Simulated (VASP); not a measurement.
Runs of VASP 6.6.1 on Mg3Te. It takes space group I4/mmm (No. 139, tetragonal). Conventional cell: a = 4.279 Å, b = 4.279 Å, c = 10.565 Å, α = 90.00°, β = 90.00°, γ = 90.00°. Te (site symmetry 4/mmm) is surrounded by 12 Mg at 3.03 to 3.40 Å. Around Mg (site symmetry -4m2) lie 8 Mg at 3.03 to 3.40 Å and 4 Te at 3.40 Å. Around Mg (site symmetry 4/mmm) lie 4 Te at 3.03 Å and 8 Mg at 3.40 Å. The cell comes from a database or a generator and needn't be the stable form of this composition.

```tsv
task	level	cell	k mesh	cutoff (eV)	ladder	by perturbation theory	gap on the mesh (eV)	pressure (GPa)	V0 of scaled cells (Å³/atom)	B0 (GPa)
equation of state	PBE	as given	9 × 9 × 9	520	-	-	-	-	24.21	37
equation of state	PBEsol	as given	9 × 9 × 9	520	free	-	-	-	23.50	(a)
single point	PBE	as given	9 × 9 × 9	520	-	-	none	0.1	-	-
single point	PBEsol	as given	9 × 9 × 9	520	free	-	none	(b)	-	-
```

Alike in all rows: potentials or basis VASP PAW PBE potentials, release 64 (Te, Mg); no spin polarisation; smearing fermi-dirac 0.05 eV.

Q: Fill in the values left out.

A: (a) 40; (b) -1.1.

Caveats: the cell was scaled at fixed shape and fractional positions, which overstates the stiffness of a crystal with free parameters, most of all of layers and chains (some runs); the PAW data sets were made with another functional, which shifts forces and pressure a little (some runs).

A k mesh can miss the band edges, and the runs leave out spin-orbit coupling on Te.

A gap of «none» marks a metal or a gap under the smearing width.

Not every run made on this cell is shown here.
